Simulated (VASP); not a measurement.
OSZICAR of a VASP run on IrRh₃ (space group I4/mmm):

**OSZICAR**
```
       N       E                     dE             d eps       ncg     rms          rms(c)
DAV:   1     0.491663222719E+03    0.49166E+03   -0.24271E+04  7320   0.130E+03
DAV:   2    -0.213650058784E+02   -0.51303E+03   -0.50040E+03  7512   0.471E+02
DAV:   3    -0.366526953626E+02   -0.15288E+02   -0.15030E+02  7344   0.881E+01
DAV:   4    -0.369197781405E+02   -0.26708E+00   -0.26655E+00  7312   0.124E+01
DAV:   5    -0.369265950700E+02   -0.68169E-02   -0.68121E-02  7552   0.181E+00    0.237E+01
DAV:   6    -0.345729310978E+02    0.23537E+01   -0.77874E+00  7296   0.227E+01    0.831E+00
DAV:   7    -0.347816360646E+02   -0.20870E+00   -0.33922E+00  7896   0.157E+01    0.657E+00
DAV:   8    -0.343697313120E+02    0.41190E+00   -0.14507E+00  8304   0.110E+01    0.249E+00
DAV:   9    -0.343624726766E+02    0.72586E-02   -0.80908E-02  7264   0.302E+00    0.732E-01
DAV:  10    -0.343562258972E+02    0.62468E-02   -0.18161E-02  7544   0.181E+00    0.221E-01
DAV:  11    -0.343556833610E+02    0.54254E-03   -0.32988E-03  8208   0.540E-01    0.545E-02
DAV:  12    -0.343556820557E+02    0.13054E-05   -0.16048E-04  6928   0.144E-01    0.317E-02
DAV:  13    -0.343556786955E+02    0.33602E-05   -0.18740E-05  7352   0.623E-02    0.397E-03
DAV:  14    -0.343556786461E+02    0.49360E-07   -0.10123E-06  3712   0.976E-03
   1 F= -.34355679E+02 E0= -.34334140E+02  d E =-.430772E-01
```

Problem. Which electronic solver shows in the log?

Solution. It is blocked Davidson (ALGO = Normal, or the opening steps of other solvers). The INCAR had ALGO = Normal.

Problem. Can the final energy be trusted as converged?

Solution. Self-consistency was reached. It stopped with EDIFF = 1E-6, NELM = 100 (PBEsol GGA, plane waves, VASP's PBE PAW potentials (set 64)).

The structure comes from a computed database's IrRh3 entry; how it stands against other phases isn't given here. The cell was not relaxed at this level. The run is one of a series of settings (GGA = PS, POTCAR Ir Rh_pv (PBE.64 set) against the base run), some of them coarse on purpose.
